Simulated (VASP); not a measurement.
VASP runs on Cs (bcc) share one base input (PBE GGA, plane waves, VASP's PBE PAW potentials (set 64)) and change the settings named in each case.

**KPOINTS**
```
Regular mesh
0
G
  8 8 8
0 0 0
```

POSCAR:
```
Cs
1.0
 -3.1110000000   3.1110000000   3.1110000000
  3.1110000000  -3.1110000000   3.1110000000
  3.1110000000   3.1110000000  -3.1110000000
Cs
1
Direct
  0.0000000000   0.0000000000   0.0000000000
```

**INCAR**
```
ALGO  =  Normal
EDIFF  =  1E-6
ENCUT  =  400
GGA  =  PE
ISIF  =  2
ISMEAR  =  1
LASPH  =  T
LCHARG  =  F
LMAXMIX  =  4
LREAL  =  F
LWAVE  =  F
NELM  =  100
PREC  =  Accurate
SIGMA  =  0.1
SYSTEM  =  Cs
```

POTCAR, in this order: Cs_sv (PBE.64 set). Program: vasp_std.

| change | E(σ→0) (eV/atom) | pressure (GPa) | −TS (eV) |
|---|---|---|---|
| base run | -0.8433 | -0.06 | -0.0028 |
| GGA removed, LMIXTAU = .TRUE., METAGGA = R2SCAN | -25.0084 | 0.03 | -0.0027 |
| IVDW = 13 | -0.9046 | -0.14 | -0.0028 |
| GGA = RE | -0.7425 | 0.13 | -0.0028 |
| GGA = 91 | -0.8425 | -0.07 | -0.0028 |
| IVDW = 11 | -0.9528 | -0.12 | -0.0028 |
| GGA = RP | -0.7252 | ___ | -0.0028 |

**Question.** Fill in the missing entries.

**Answer.** 
- GGA = RP, pressure (GPa): 0.17

Energies of different potentials or functionals have different zeros. Unless said otherwise, spin-orbit coupling is left out, though it shifts the bands of the heavy elements here.

Left out are runs that ran out of time, are held back, or changed the cell or the kind of run, fixed moments of cells without a moment, rows past the twelfth, gaps on odd meshes, pressures of charged cells and columns that move by less than the noise.

The compound is Cs in the bcc structure. The cell was not relaxed at this level.
